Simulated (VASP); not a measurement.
VASP runs on Mg (hcp) share one base input (PBE GGA, plane waves, VASP's PBE PAW potentials (set 64)) and change the settings named in each case.

**INCAR**
```
SYSTEM = Mg
PREC = Accurate
ENCUT = 400
EDIFF = 1E-6
NELM = 100
ALGO = Normal
LREAL = .FALSE.
LASPH = .TRUE.
ISMEAR = 1
SIGMA = 0.1
GGA = PE
LWAVE = .FALSE.
LCHARG = .FALSE.
ISIF = 2
```

POSCAR:
```
Mg
1.0
  1.6050000000  -2.7799420000   0.0000000000
  1.6050000000   2.7799420000   0.0000000000
  0.0000000000   0.0000000000   5.2100000000
Mg
2
Cart
  1.6050000000   0.9266491866   1.3025000000
  1.6050000000  -0.9266491866   3.9075000000
```

**KPOINTS**
```
Automatic mesh
0
Gamma
12 12 7
0 0 0
```

POTCAR, in this order: Mg (PBE.64 set). Program: vasp_std.

```json
[
 {"change": "base run", "irreducible k-points": "76"},
 {"change": "ISYM = -1", "irreducible k-points": "1008"},
 {"change": "ISYM = 0", "irreducible k-points": "506"},
 {"change": "ISYM = 1", "irreducible k-points": "76"},
 {"change": "SYMPREC = 1E-3", "irreducible k-points": "76"}
]
```

Left out are runs that ran out of time, are held back, or changed the cell or the kind of run, fixed moments of cells without a moment, rows past the twelfth, gaps on odd meshes, pressures of charged cells and columns that move by less than the noise.

The compound is Mg in the hcp structure. The cell was not relaxed at this level.
